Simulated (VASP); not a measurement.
The system is Be3CdTe4.

```
Be Cd Te
1.0
    -3.04814    2.91759    5.95270
     2.83327   -2.86010    5.81511
     3.16903    2.98098   -5.92366
Be Cd Te
3 1 4
Direct
  0.23944 0.76245 0.51087
  0.74582 0.20437 0.46338
  0.97786 0.01892 0.97982
  0.50999 0.48515 0.99495
  0.67652 0.63533 0.57392
  0.08467 0.08710 0.42937
  0.34809 0.87647 0.95844
  0.89533 0.35750 0.98027
```

The cell was built by a generator and needn't be a form met in nature.

```yaml
Program: VASP 6.6.1
Task: relaxation of cell and atoms
Functional: PBE
Potentials_or_basis: VASP PAW PBE potentials, release 64 (Be, Cd, Te)
Cutoff: 520 eV
k_mesh: 4 × 4 × 4
Occupations: gaussian, width 0.05 eV
Spin: no spin polarisation
```

At the start: pressure 0.4 GPa; volume 26.02 Å³/atom.

Q: How do energy, volume and symmetry change on relaxing?

A: Over 16 steps the energy falls by 86.1 meV/atom and the volume is 25.68 Å³/atom (-1.3 %); space group Cm (No. 8, to 0.05 Å).

The path:
```
step  energy change (eV)  largest force (eV/Å)  pressure (GPa)  volume (Å³)
   1              0.0000                1.5692            0.44       208.16
   2             -0.4308                0.9412           -0.83       210.24
   3             -0.4851                0.6361           -1.09       211.32
   4             -0.5982                0.4433           -0.02       205.83
   5             -0.6127                0.4478            0.75       202.86
   6             -0.6533                0.2495            0.11       205.19
   7             -0.6544                0.2466           -0.01       205.64
   8             -0.6731                0.1264           -0.16       206.21
   9             -0.6765                0.1347           -0.23       206.55
  10             -0.6828                0.0851            0.08       205.14
  11             -0.6835                0.0939            0.28       204.41
  12             -0.6870                0.0794            0.05       205.44
  13             -0.6870                0.0815            0.02       205.55
  14             -0.6881                0.0442           -0.08       205.89
  15             -0.6881                0.0418           -0.07       205.91
  16             -0.6885                0.0206            0.04       205.47
```

Final structure:
```xyz
8
Lattice="-2.9647 2.9594 5.8564 2.9601 -2.9647 5.8567 2.9638 2.9630 -5.8593" Properties=species:S:1:pos:R:3 pbc="T T T"
Be    2.8979   -0.0335    2.9385
Be   -0.0669    2.9320    2.9358
Be    2.9019    2.9412    5.8680
Cd    2.9130    2.9531    0.0017
Te    1.5752    1.6117    4.2768
Te    1.2787    1.3113   -1.5657
Te    4.5231    1.3053    1.5892
Te    1.2667    4.5598    1.5910
```
